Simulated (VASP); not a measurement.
The cell holds one NaH (rock salt) (110) slab, with vacuum along c, ions free to move until forces fall under 0.03 eV/Å, no reconstruction beyond this cell, dipole correction on. Ionisation potential and electron affinity count from the cell's own band edges, surface states included.

Given:

```yaml
crystal:
  lattice:
    - [3.38540, 0.00000, 0.00000]
    - [0.00000, 4.78767, 0.00000]
    - [0.00000, 0.00000, 24.87240]
  atoms:
    - { symbol: Na, position: [0.00000, 0.00000, 0.33377] }
    - { symbol: Na, position: [0.50000, 0.50000, 0.39420] }
    - { symbol: Na, position: [0.00000, 0.00000, 0.46675] }
    - { symbol: Na, position: [0.50000, 0.50000, 0.53325] }
    - { symbol: Na, position: [0.00000, 0.00000, 0.60580] }
    - { symbol: Na, position: [0.50000, 0.50000, 0.66623] }
    - { symbol: H, position: [0.50000, 0.00000, 0.39579] }
    - { symbol: H, position: [0.00000, 0.50000, 0.33144] }
    - { symbol: H, position: [0.50000, 0.00000, 0.53416] }
    - { symbol: H, position: [0.00000, 0.50000, 0.46584] }
    - { symbol: H, position: [0.50000, 0.00000, 0.66856] }
    - { symbol: H, position: [0.00000, 0.50000, 0.60421] }
```

Method: PBEsol GGA, VASP's PBE PAW potentials (set 64) (plane waves; VASP). Settings: 400 eV cut-off, 6×4×1 Γ-centred mesh, Gaussian smearing of 0.050 eV, potentials Na_pv H.

Slab and bulk use different k-meshes, so the surface energy is good to a few per cent at best.

Task: Predict its surface energy, ionisation potential, electron affinity.

Result: 
```yaml
surface_energy: 0.50 J/m^2
ionisation_potential: 4.11 eV
electron_affinity: 1.22 eV
```

The cell is a thin slab with vacuum, built from NaH (rock salt): (110) face.
